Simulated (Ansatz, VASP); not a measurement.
# Na2C3 in VASP and in Ansatz

```
CELL_PARAMETERS angstrom
3.37245 1.94709 2.68675
-3.37245 1.94709 2.68675
0.00000 -3.89417 2.68675
ATOMIC_POSITIONS crystal
Na 0.81876 0.81876 0.81876
Na 0.18124 0.18124 0.18124
C 0.00000 0.50000 0.00000
C 0.00000 0.00000 0.50000
C 0.50000 0.00000 0.00000
```

Change from the starting cell: species swapped into the Br2Cl3 type (R-3m, No. 166).

Alike in both runs: task relaxation of cell and atoms; functional PBE; k mesh 6 × 6 × 6; occupations gaussian, width 0.1 eV; no spin polarisation.

|  | VASP | Ansatz |
| --- | --- | --- |
| version | VASP 6.6.1 | Ansatz 0.2.0 |
| potentials or method | VASP PAW PBE potentials, release 64 (Na_pv, C) | scalar-relativistic, plane waves, PAW |
| plane-wave cutoff (eV) | 600 | 420 |
| valence electrons in the cell | 26 | 30 |

Ansatz gave:

```
gap on the k mesh at the Fermi level, each at its own relaxed structure (eV) : none
relaxed volume (Å³/atom)                                                     : 15.03
relaxed cell length with the largest relative difference (Å)                 : 4.658
energy change over the relaxation (meV/atom)                                 : -1114
```

Q: Estimate VASP's values.

A: gap on the k mesh at the Fermi level, each at its own relaxed structure (eV): none; relaxed volume (Å³/atom): 15.08; relaxed cell length with the largest relative difference (Å): 4.669; energy change over the relaxation (meV/atom): -1124.

A gap of «none» marks a metal or a gap that the smearing closes. The two sets of potentials don't hold the same shells in valence.

Caveats: the volume moved by over 15 % at a fixed basis, so the end points are rough (VASP).
